## Nickel squeezed and stretched

A crystal held at a volume it would not choose pushes or pulls on its surroundings. The table follows ferromagnetic nickel in its face-centred cubic structure through seven such volumes, computed in the local density approximation (LDA).

VASP 6.6.1 calculations of ferromagnetic face-centred cubic Ni at seven fixed volumes, with the LDA functional, collinear spins without spin-orbit coupling, and the recommended PAW LDA potential. The plane-wave cutoff is 520 eV, the k mesh 20×20×20 and the Gaussian smearing width 0.1 eV. Pressure is positive in compression.

| volume (Å³/atom) | shortest distance (Å) | pressure (GPa) | cell moment (μB) |
| --- | --- | --- | --- |
| 9.128 | 2.346 | 29.880 | 0.560 |
| 9.429 | 2.371 | 18.060 | 0.580 |
| 9.730 | 2.396 | 8.240 | 0.590 |
| 10.030 | 2.421 | -0.020 | 0.600 |
| 10.332 | 2.445 | -6.950 | 0.600 |
| 10.632 | 2.468 | -12.760 | 0.610 |
| 10.933 | 2.491 | -17.640 | 0.610 |

The volume $V$ is counted per atom, and the shortest distance is that between neighbouring nuclei. The pressure $P$ is positive when the crystal pushes outward. The cell moment is the spin moment of the whole cell, which holds one atom, in Bohr magnetons.

### 1. At which volume would the crystal stay if left alone?

It would stay where it neither pushes nor pulls, and that is the row at 10.030 Å³, whose pressure is zero to within a few hundredths of a gigapascal. The first three rows are therefore compressed crystals, and the last three are crystals under tension. In a laboratory a metal can hardly be pulled evenly in all directions, but a calculation can hold it at any volume.

### 2. Is stretching as hard as squeezing?

No. The smallest and the largest volume both lie nine percent from rest, yet the crystal pushes with 29.9 GPa at the one and pulls with only 17.6 GPa at the other. The energies of the same runs agree: the compression costs 77 meV per atom, the expansion 54 meV.

The reason lies in two opposing effects that balance at rest. Bonding through the 3d electrons draws the atoms together. The outer s and p electrons also bind when the atoms are farther apart, but near rest they resist, because confining them to less space raises their kinetic energy and pushes them against the filled inner shells. As the atoms approach, this resistance grows faster than the bonding does. As they separate, both fade, and the restoring pull builds up ever more slowly.



### 3. How far can one stiffness describe the metal?

Pressure is the energy the crystal gains per unit of volume it gives up, and the bulk modulus $B$ measures how fast it builds up under compression:

$$P=-\frac{dE}{dV},\qquad B=-V\frac{dP}{dV}.$$

If the slope $dP/dV$ kept its value at rest, pressure would follow a straight line, $P\approx B_0\,(V_0-V)/V_0$, where $V_0$ is the resting volume and $B_0$ the bulk modulus there. The two rows on either side of rest supply the stiffness:

$$B_0\approx 10.030\times\frac{8.240+6.950}{10.332-9.730}\ \text{GPa}\approx 253\ \text{GPa}.$$

For the smallest volume, which had no part in finding $B_0$, the line then predicts

$$P\approx 253\times\frac{10.030-9.128}{10.030}\ \text{GPa}\approx 22.8\ \text{GPa}.$$

The computed pressure is 29.9 GPa, so the line falls short by about a quarter. At the largest volume it makes the tension too strong, so it lies below the computed pressure at both ends. Both failures have one origin: between the first two rows the bulk modulus is 364 GPa, between the last two only 175 GPa. The output printed after the text lists it for every interval.

For small pressures the straight line is still useful. A pressure of 1 GPa, about ten thousand atmospheres, shrinks this computed crystal by only some 0.4 percent, and over so short a path the stiffness hardly changes. Over the whole range of the table, a single bulk modulus misleads.

### 4. Which digits of the pressure can be trusted?

The energies offer a test, because the energy difference between two neighbouring volumes fixes the mean pressure between them. In every interval this agrees with the average of the two printed pressures to about 0.13 GPa or better. A gap of this size is expected, because a plain average treats a curved path as straight. The test thus supports the pressures to about a tenth of a gigapascal, but not their last printed digits.

Near rest, a tenth of a gigapascal corresponds to less than 0.01 Å³ in volume. The resting volume is therefore sharp for the settings used here. Errors that energies and pressures share, such as those of the potential or of the k mesh, stay hidden from this test, and how close LDA comes to real nickel is a separate matter.

### 5. Does real nickel rest at the same volume?

No, real nickel takes up more room: the measured volume is roughly 11 Å³ per atom, so LDA falls short by eight to nine percent. Heat and zero-point motion, both absent here, would swell the crystal by only about one percent. The rest is mainly the well-known overbinding of LDA. This approximation treats each point as part of a uniform electron gas, and it tends to favour the smoother electron density of closely packed atoms. Functionals that also respond to the density gradient usually correct this and give larger volumes.

The computed metal is also too stiff at rest, by about a third against a rough measured value of 190 GPa. Yet between the last two rows, close to the measured volume, its bulk modulus has dropped to 175 GPa and the excess is gone. This suggests that LDA overrates the stiffness mainly because it examines the metal at too short a distance.

The practical consequence is that these pressures should not be assigned to measured volumes. At 10.933 Å³, near the natural size of nickel, LDA reports a strong tension that the real metal does not feel. Counting compression from the computed resting volume removes this offset, but for small compressions the pressure then comes out too high by about a third, as the stiffness does.

### 6. Does the magnetic moment stop growing in the stretched crystal?

The column gives that impression, since it shows 0.600 twice and then 0.610 twice. The plateaus come from rounding to two decimals. With more digits, the last four moments are 0.5998, 0.6049, 0.6089 and 0.6123, so the moment still rises.

The rise does slow down. The first step of the series adds about 0.018 Bohr magnetons, the last only about 0.003. Changes as small as the last one could still shift with a finer sampling of the electron states or a smaller smearing. The slowing itself rests on the much larger steps at small volume.

### 7. Why does squeezing weaken the magnetism?

A magnetic moment arises when electrons move from one spin direction to the other. Electrons of like spin on the same atom repel each other less, and this exchange gain favours the move. The price is that the moved electrons must occupy higher levels of the band. When atoms approach, their d orbitals overlap more and the d band widens, so its levels lie further apart and the price goes up. The exchange gain belongs to the single atom and changes little.

This argument explains the direction of the trend. Its unevenness has a further reason: nine percent of compression removes 0.037 Bohr magnetons, while nine percent of expansion adds only 0.013. In nickel the d states of the majority spin are almost completely filled. The moment is then close to the number of empty d states of the minority spin, and with the majority side nearly full, a narrower band can add little.

Compression works away from this limit. Wider d bands that mix more strongly with the s and p states can leave some majority d character unoccupied, and electrons that pass from the s and p states into the d states can fill empty places of the minority spin. Either change lowers the moment. The table shows the uneven response but not the share of each cause; the account in terms of bands is the standard theory of nickel, applied here to explain it.

### 8. What would change if copper took the place of nickel?

Copper has one electron more, and its d states are filled for both spins. With no empty d states to supply a moment, the last column would hold zeros at every volume. Copper also rests at a larger volume than nickel, so the same seven volumes would give higher pressures. Around its own resting volume the pressure would keep its character, steep under compression and flatter under tension, because there too repulsion grows faster than bonding as the atoms approach, even though a filled d shell leaves more of the bonding to the s and p electrons. The two result columns thus answer different questions: the pressure tells how atoms resist being moved, and the moment tells how much room the d shell leaves for unequal spins.

Numerical output:

```
Intervals ending at each row:
     row  mid volume A3  bulk modulus GPa  mean pressure GPa  pressure from energies GPa  moment step 0.001 muB
   9.429          9.279             364.4              23.97                       23.84                   17.8
    9.73          9.579             312.5              13.15                       13.08                  11.54
   10.03           9.88               272               4.11                       4.051                   7.39
  10.332          10.18             233.6             -3.485                      -3.538                   5.11
  10.632          10.48               203             -9.855                      -9.945                   3.96
  10.933          10.78             174.8              -15.2                      -15.25                   3.44
Volume of zero pressure by interpolation, A3 per atom: 10.03
Cubic edge of the row at rest, A: 3.424
Bulk modulus around the row at rest, GPa: 253.1
Largest compression from rest, percent of volume: 8.993
Largest expansion from rest, percent of volume: 9.003
Pressure at smallest volume over tension at largest, ratio: 1.694
Straight-line estimate of pressure at smallest volume, GPa: 22.76
Straight-line estimate of pressure at largest volume, GPa: -22.78
Bulk modulus of first interval over last, ratio: 2.084
Energy cost of smallest volume, meV per atom: 76.94
Energy cost of largest volume, meV per atom: 53.93
Largest gap between the two routes to mean pressure, GPa: 0.1327
Shortfall of resting volume against a rough measured 11 A3, percent: 8.818
Bulk modulus at rest over a rough measured 190 GPa, ratio: 1.332
Moment lost from rest to smallest volume, muB: 0.03673
Same loss, percent: 6.124
Moment gained from rest to largest volume, muB: 0.01251
Same gain, percent: 2.086
Moment loss over moment gain, ratio: 2.936
```
